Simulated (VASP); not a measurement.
Level of theory: PBE GGA, VASP's PBE PAW potentials (set 64) (plane waves; VASP).

VASP input:

**POSCAR**
```
ReS
1
    0.0000000000     2.4911560000     2.4911560000
    2.4911560000     0.0000000000     2.4911560000
    2.4911560000     2.4911560000     0.0000000000
S Re
1 1
Direct
  0.0000000000   0.0000000000   0.0000000000
  0.5000000000   0.5000000000   0.5000000000
```

**INCAR**
```
GGA = PE   ! PBE
EDIFF = 1E-6   ! SCF stop (eV)
NELECT = 13.5
LMAXMIX = 6   ! l cut-off of mixed one-centre charges
LCHARG = .False.
ALGO = Normal   ! blocked Davidson
LWAVE = .False.
NELM = 100   ! most electronic steps
PREC = Accurate
LASPH = .True.   ! aspherical one-centre terms
ISMEAR = 0   ! Gaussian
LREAL = .False.   ! projection in real space or not
ISIF = 2
SIGMA = 0.05   ! width (eV)
SYSTEM = ReS
ENCUT = 400
```

KPOINTS:
```
Automatic mesh
0
Gamma
8 8 8
0 0 0
```

POTCAR, in this order: S Re (PBE.64 set). Program: vasp_std.

The resulting files:

### OUTCAR
```
 ion  position               nearest neighbor table
   1  0.000  0.000  0.000-   2 2.49   2 2.49   2 2.49   2 2.49   2 2.49   2 2.49
   2  0.500  0.500  0.500-   1 2.49   1 2.49   1 2.49   1 2.49   1 2.49   1 2.49
  LATTYP: Found a face centered cubic cell.
 ALAT       =     4.9823120000
 Subroutine PRICEL returns:
 Original cell was already a primitive cell.
 Subroutine GETGRP returns: Found 48 space group operations
The static configuration has the point symmetry O_h .
The dynamic configuration has the point symmetry O_h .
 Subroutine INISYM returns: Found 48 space group operations
 Subroutine IBZKPT returns following result:
 Found     29 irreducible k-points:

 Following reciprocal coordinates:
            Coordinates               Weight
  0.000000  0.000000  0.000000      1.000000
  0.125000  0.000000  0.000000      8.000000
  0.250000  0.000000  0.000000      8.000000
  0.375000  0.000000  0.000000      8.000000
  0.500000  0.000000  0.000000      4.000000
  0.125000  0.125000  0.000000      6.000000
  0.250000  0.125000  0.000000     24.000000
  0.375000  0.125000  0.000000     24.000000
  0.500000  0.125000  0.000000     24.000000
...
```

OSZICAR:
```
       N       E                     dE             d eps       ncg     rms          rms(c)
DAV:   1     0.341760683491E+02    0.34176E+02   -0.52304E+03  1052   0.111E+03
DAV:   2    -0.848626023143E+01   -0.42662E+02   -0.39041E+02  1040   0.210E+02
DAV:   3    -0.103498403398E+02   -0.18636E+01   -0.17782E+01  1087   0.464E+01
DAV:   4    -0.103679843866E+02   -0.18144E-01   -0.18031E-01  1006   0.338E+00
DAV:   5    -0.103686193619E+02   -0.63498E-03   -0.63429E-03   956   0.407E-01    0.256E+01
DAV:   6    -0.101258824079E+02    0.24274E+00   -0.12392E+00  1057   0.247E+01    0.124E+01
DAV:   7    -0.101017772974E+02    0.24105E-01   -0.49892E-02  1022   0.350E+00    0.511E+00
DAV:   8    -0.100979826766E+02    0.37946E-02   -0.86145E-03  1049   0.146E+00    0.408E-01
DAV:   9    -0.100978425836E+02    0.14009E-03   -0.94797E-04  1016   0.257E-01    0.223E-01
DAV:  10    -0.100978583443E+02   -0.15761E-04   -0.97144E-05  1049   0.244E-01    0.446E-02
DAV:  11    -0.100978491553E+02    0.91890E-05   -0.23079E-05  1029   0.658E-02    0.157E-02
DAV:  12    -0.100978487531E+02    0.40217E-06   -0.35213E-07   559   0.754E-03
   1 F= -.10097849E+02 E0= -.10095211E+02  d E =-.527546E-02
```

**OUTCAR**
```
------------------------ aborting loop because EDIFF is reached ----------------------------------------
  FORCE on cell =-STRESS in cart. coord.  units (eV):
  Direction    XX          YY          ZZ          XY          YZ          ZX
  --------------------------------------------------------------------------------------
  Total        5.6379651      5.6379651      5.6379651     -0.0000000      0.0000000     -0.0000000
  in kB      292.1461701    292.1461701    292.1461701     -0.0000000      0.0000000     -0.0000000
  external PRESSURE =     292.1461701 kB  Pullay stress =       0.0000000 kB
  volume of cell :       30.92
      direct lattice vectors                 reciprocal lattice vectors
     0.000000000  2.491156000  2.491156000    -0.200710032  0.200710032  0.200710032
     2.491156000  0.000000000  2.491156000     0.200710032 -0.200710032  0.200710032
     2.491156000  2.491156000  0.000000000     0.200710032  0.200710032 -0.200710032
 POSITION                                       TOTAL-FORCE (eV/Angst)
 -----------------------------------------------------------------------------------
      0.00000      0.00000      0.00000        -0.000000      0.000000     -0.000000
      2.49116      2.49116      2.49116         0.000000     -0.000000      0.000000
 -----------------------------------------------------------------------------------
    total drift:                                0.000000     -0.000000     -0.000000
  FREE ENERGIE OF THE ION-ELECTRON SYSTEM (eV)
  ---------------------------------------------------
  free  energy   TOTEN  =       -10.0978487531 eV

  energy  without entropy=      -10.0925732939  energy(sigma->0) =      -10.09521102
```
(Selected blocks of OUTCAR.)

The cell is charged, with a uniform compensating background.

The structure was generated: ReS was put into the rocksalt type (Fm-3m), which need not be its known phase. The cell was not relaxed at this level. The run is one of a series of settings (NELECT = 13.5 against the base run), some of them coarse on purpose.
